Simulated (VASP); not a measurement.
Input:

```yaml
crystal:
  lattice:
    - [0.00000, 2.70147, 2.70147]
    - [2.70147, 0.00000, 2.70147]
    - [2.70147, 2.70147, 0.00000]
  atoms:
    - { symbol: Si, position: [0.00000, 0.00000, 0.00000] }
    - { symbol: Si, position: [0.25000, 0.25000, 0.25000] }
```

All values below come from LDA (Ceperley-Alder, Perdew-Zunger), VASP's LDA PAW potentials (set 64) (plane waves; VASP). Settings: 400 eV cut-off, 19×19×19 Γ-centred mesh, Gaussian smearing of 0.010 eV, potentials Si.

Task: What does the run give for the energy per atom (σ→0)?

Result: 
| Item | Result |
|---|---|
| energy per atom (σ→0) | -5.960 eV/atom |

Total energies compare only between runs with the same potentials, cut-off and functional.

The compound is Si in the diamond structure. It was relaxed first.
